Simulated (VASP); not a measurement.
Calculation: PBE GGA with D3 dispersion (zero damping), VASP's PBE PAW potentials (set 64) (plane waves; VASP).

The input files of a VASP run:

POSCAR:
```
BaZrO3
1
    4.2187844913     0.0000000000    -0.0000000000
    0.0000000000     4.2187844913     0.0000000000
   -0.0000000000    -0.0000000000     4.2187844913
Ba Zr O
1 1 3
Direct
  0.0000000000   0.0000000000   0.0000000000
  0.5000000000   0.5000000000   0.5000000000
  0.5000000000   0.0000000000   0.5000000000
  0.0000000000   0.5000000000   0.5000000000
  0.5000000000   0.5000000000   0.0000000000
```

File KPOINTS:
```
Automatic mesh
0
Gamma
5 5 5
0 0 0
```

### INCAR
```
SYSTEM = BaZrO3
PREC = Accurate
ENCUT = 520
EDIFF = 1E-6
NELM = 100
ALGO = Normal
LREAL = .FALSE.
LASPH = .TRUE.
ISMEAR = 0
SIGMA = 0.05
GGA = PE
IVDW = 11
LMAXMIX = 4
LWAVE = .FALSE.
LCHARG = .FALSE.
IBRION = 2
ISIF = 3
NSW = 60
EDIFFG = -0.02
```

POTCAR, in this order: Ba_sv Zr_sv O (PBE.64 set). Program: vasp_std.

Task: Estimate the energy per atom (σ→0), dispersion energy.

Result: 
```yaml
energy per atom (σ→0): -8.505 eV/atom
dispersion_energy: -0.807 eV
```

### OSZICAR
```
...
DAV:   8    -0.417185291262E+02    0.12792E-01   -0.36686E-01   656   0.467E+00    0.776E-01
DAV:   9    -0.417164211005E+02    0.21080E-02   -0.65356E-02   656   0.149E+00    0.459E-01
DAV:  10    -0.417181267118E+02   -0.17056E-02   -0.18083E-02   656   0.117E+00    0.262E-01
DAV:  11    -0.417176578923E+02    0.46882E-03   -0.28354E-03   632   0.447E-01    0.384E-02
DAV:  12    -0.417177026249E+02   -0.44733E-04   -0.16362E-04   640   0.981E-02    0.382E-02
DAV:  13    -0.417177086563E+02   -0.60313E-05   -0.32620E-05   728   0.436E-02    0.502E-03
DAV:  14    -0.417177089108E+02   -0.25456E-06   -0.29996E-06   600   0.127E-02
   1 F= -.42524627E+02 E0= -.42524627E+02  d E =-.425246E+02
```

The compound is BaZrO3 in the cubic perovskite structure. It was relaxed first. The start is the result of an earlier pass.
